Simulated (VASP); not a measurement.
An input for Ansatz (written as the equivalent of a VASP run, and not itself run):

Ansatz 0.2 input:
```yaml
crystal:
  lattice:
    - [0.0000000, 2.8310980, 2.8421360]
    - [2.9406400, 0.0000000, 2.8421360]
    - [2.9406400, 2.8310980, 0.0000000]
  atoms:
    - { symbol: Li, position: [0.2500000, 0.2500000, 0.2500000] }
    - { symbol: Li, position: [0.7500000, 0.7500000, 0.7500000] }
    - { symbol: S, position: [-0.0070120, 0.0070120, 0.0070120] }
kpoints:
  mp_grid: { grid: [6, 6, 6] }
hamiltonian:
  xc: pbe
  pseudopotentials: { kind: paw }
scf:
  occupations: { method: fermi_dirac, width: 0.1 }
  max_iter: 100
output: { forces: true, stress: true, eigenvalues: true }
```

Question: Write the VASP files for the same calculation (PBE).

Answer: Several could match; the one computed here: 
POSCAR:
```
Li2S
1
    0.0000000000     2.8310980000     2.8421360000
    2.9406400000     0.0000000000     2.8421360000
    2.9406400000     2.8310980000     0.0000000000
Li S
2 1
Direct
  0.2500000000   0.2500000000   0.2500000000
  0.7500000000   0.7500000000   0.7500000000
 -0.0070120000   0.0070120000   0.0070120000
```

### INCAR
```
SYSTEM = Li2S
PREC = Accurate
ENCUT = 520
EDIFF = 1E-6
NELM = 100
ALGO = Normal
LREAL = .FALSE.
LASPH = .TRUE.
ISMEAR = -1
SIGMA = 0.1
GGA = PE
LWAVE = .FALSE.
LCHARG = .FALSE.
ISIF = 2
```

KPOINTS:
```
Automatic
0
Gamma
6 6 6
0 0 0
```

POTCAR, in this order: Li_sv S (PBE.64 set). Program: vasp_std.

The two are equivalent in intent, not identical: each code has its own PAW files, so the cut-off isn't converted (ENCUT is set for VASP's; basis.ecutwfc is left out, and Ansatz then takes the one that its files recommend); Ansatz stops its SCF on the density residual and VASP on the energy change (EDIFF).

The compound is Li2S in the antifluorite structure. The cell was not relaxed at this level, atoms are displaced from their ideal sites. The run is one of a series of settings (ISMEAR = -1, SIGMA = 0.1 against the base run), some of them coarse on purpose.
